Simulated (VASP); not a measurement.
A VASP calculation is set up with these files.

**POSCAR**
```
Li2O
3.3648380
  0.0000000000   0.7071068503   0.7071068503
  0.7071068503   0.0000000000   0.7071068503
  0.7071068503   0.7071068503   0.0000000000
Li O
2 1
Cart
  0.3535534252   0.3535534252   0.3535534252
  1.0606602755   1.0606602755   1.0606602755
  0.0000000000   0.0000000000   0.0000000000
```

**INCAR**
```
! general
SYSTEM  =  Li2O
PREC    =  Accurate
ENCUT   =  600   ! plane-wave cut-off (eV)
LREAL   =  F   ! projection in real space or not
LASPH   =  T   ! aspherical one-centre terms

! electronic loop
EDIFF   =  1E-7   ! SCF stop (eV)
NELM    =  100   ! most electronic steps
ALGO    =  Normal   ! blocked Davidson

! smearing
ISMEAR  =  0   ! Gaussian
SIGMA   =  0.05

! functional
GGA     =  PE   ! PBE

! ions
ISIF    =  2

! output
LWAVE   =  F
LCHARG  =  F
```

KPOINTS:
```
Automatic mesh
0
G
  8 8 8
0 0 0
```

POTCAR, in this order: Li_sv O (PBE.64 set). Program: vasp_std.

Question: Write an equivalent input for Ansatz.

Answer: One equivalent input (not run):
Ansatz 0.2 input:
```yaml
crystal:
  lattice:
    - [0.0000000, 2.3793000, 2.3793000]
    - [2.3793000, 0.0000000, 2.3793000]
    - [2.3793000, 2.3793000, 0.0000000]
  atoms:
    - { symbol: Li, position: [0.2500000, 0.2500000, 0.2500000] }
    - { symbol: Li, position: [0.7500000, 0.7500000, 0.7500000] }
    - { symbol: O, position: [0.0000000, 0.0000000, 0.0000000] }
kpoints:
  mp_grid: { grid: [8, 8, 8] }
hamiltonian:
  xc: pbe
  pseudopotentials: { kind: paw }
scf:
  occupations: { method: gaussian, width: 0.05 }
  max_iter: 100
output: { forces: true, stress: true, eigenvalues: true }
```
What does not carry over: each code has its own PAW files, so the cut-off isn't converted (ENCUT is set for VASP's; basis.ecutwfc is left out, and Ansatz then takes the one that its files recommend); Ansatz stops its SCF on the density residual and VASP on the energy change (EDIFF).

The compound is Li2O in the antifluorite structure. This cell was strained or had an atom moved on purpose.
